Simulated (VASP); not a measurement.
NiSi2 (fluorite) relaxed at rising pressure, in one space group throughout; other phases were not tried. The pressures are those reached. These are PBE GGA, VASP's PBE PAW potentials (set 64) (plane waves; VASP) values and carry that method's errors.

| P (GPa) | V (Å³/atom) | k-mesh |
|---|---|---|
| -0.17 | 13.443 | 10×10×10 |
| 4.83 | 13.032 | 10×10×10 |
| 9.84 | 12.683 | 10×10×10 |
| 19.79 | 12.087 | 10×10×10 |
| 29.90 | 11.597 | 10×10×10 |

Question: Fit an equation of state and predict the volume at 44.96 GPa.

Answer: Least squares on the third-order Birch-Murnaghan form, P = (3B0/2)(y⁷ − y⁵)[1 + (3/4)(B′ − 4)(y² − 1)] with y = (V0/V)^(1/3), gives V0 = 13.427 Å³/atom, B0 = 154 GPa and B′ = 3.9, and so 11.002 Å³/atom. The run gave 11.047 Å³/atom, +0.4 % from the fit.

Pressures at which the relaxation failed are left out.

The compound is NiSi2 in the fluorite structure. The run is not spin-polarised, so no magnetic state was tried.
